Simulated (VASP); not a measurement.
The system is MoS2.

```
CELL_PARAMETERS angstrom
3.16900 0.00000 0.00000
-1.58450 2.74443 0.00000
0.00000 0.00000 12.32400
ATOMIC_POSITIONS crystal
Mo 0.33333 0.66667 0.25000
Mo 0.66667 0.33333 0.75000
S 0.33333 0.66667 0.62300
S 0.66667 0.33333 0.12300
S 0.33333 0.66667 0.87700
S 0.66667 0.33333 0.37700
```

- Program: VASP 6.6.1
- Task: relaxation of cell and atoms
- Functional: PBE
- Dispersion: D3(BJ)
- Potentials or basis: VASP PAW PBE potentials, release 64 (Mo_sv, S)
- Cutoff: 600 eV
- k mesh: 12 × 12 × 3
- Occupations: gaussian, width 0.03 eV
- Spin: no spin polarisation

At the start: pressure -2.1 GPa; volume 17.86 Å³/atom.

Q: Where does the relaxation end?

A: Over 11 steps the energy falls by 2.8 meV/atom and the volume is 17.30 Å³/atom (-3.2 %); space group P6_3/mmc (No. 194, to 0.05 Å).

Step by step:
```csv
step,energy change (eV),largest force (eV/Å),pressure (GPa),volume (Å³)
1,0.0000,0.0753,-2.05,107.18
2,0.0163,0.5260,3.47,103.67
3,-0.0088,0.1417,-0.09,105.86
4,-0.0114,0.0580,-0.06,105.44
5,-0.0115,0.0366,-0.07,105.33
6,-0.0130,0.0355,-0.03,105.08
7,-0.0160,0.0313,0.07,104.31
8,-0.0149,0.0206,0.41,102.76
9,-0.0168,0.0313,0.21,103.72
10,-0.0145,0.1359,-1.02,104.15
11,-0.0169,0.0015,-0.01,103.80
```

Final structure:
```
CELL_PARAMETERS angstrom
3.14878 0.00000 0.00000
-1.57439 2.72692 0.00000
0.00000 0.00000 12.08852
ATOMIC_POSITIONS crystal
Mo 0.33333 0.66667 0.25000
Mo 0.66667 0.33333 0.75000
S 0.33333 0.66667 0.62053
S 0.66667 0.33333 0.12053
S 0.33333 0.66667 0.87947
S 0.66667 0.33333 0.37947
```
